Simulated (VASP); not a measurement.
```
CELL_PARAMETERS angstrom
      0.00000     2.77191     2.77191
      2.77191     0.00000     2.77191
      2.77191     2.77191     0.00000
ATOMIC_POSITIONS crystal
  Ca 0.00000 0.00000 0.00000
  S  0.50000 0.50000 0.50000
```

The numbers are results of AM05 GGA, VASP's PBE PAW potentials (set 64) (plane waves; VASP), not measurements. Run with 520 eV cut-off, 8×8×8 Γ-centred mesh, Gaussian smearing of 0.050 eV, potentials Ca_sv S.

Q: Predict the energy per atom (σ→0), pressure, band gap (on the k-mesh) with the smallest direct gap where there is one.

A: 
```
Item                                         Result
-----------------------------------  --------------
band gap (on the k-mesh)                    2.07 eV
smallest direct gap (on the k-mesh)         2.94 eV
energy per atom (σ→0)                -5211 meV/atom
pressure                                   4.13 GPa
```

The absolute energy has meaning only against runs of the same code, potentials and settings.

The compound is CaS in the rock salt structure. This cell is one point of a volume scan, at 0.94 of the reference volume.
